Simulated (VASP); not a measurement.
Energy against volume of SiC (zinc blende). These are vdW-DF2, VASP's PBE PAW potentials (set 64) (plane waves; VASP 6.6.1) values and carry that method's errors.

```
V (Å³/atom)  E (eV/atom)
-----------  -----------
10.189          -5.78745
10.515          -5.80706
10.840          -5.81316
11.165          -5.80767
11.490          -5.79220
```

**Question.** Fit a third-order Birch-Murnaghan equation of state.

**Answer.** 
```yaml
volume_per_atom: 10.84 Å^3/atom
bulk_modulus: 190 GPa
pressure_derivative_of_the_bulk_modulus: 4.05
lattice_constant_a: 4.426 Å
```

Measured: bulk modulus 229 GPa at 0 K (computed value off by -17.0 %), as given by Daniel Mejia-Rodriguez et al., Physical Review B (2018), arXiv:1807.09216 [0 K value with the zero-point phonon effect removed]; a 4.346 Å at 0 K (computed value off by +1.8 %), as given by Daniel Mejia-Rodriguez et al., Physical Review B (2018), arXiv:1807.09216 [static lattice: zero-point anharmonic expansion removed].

The compound is SiC in the zinc blende structure. It was relaxed first.
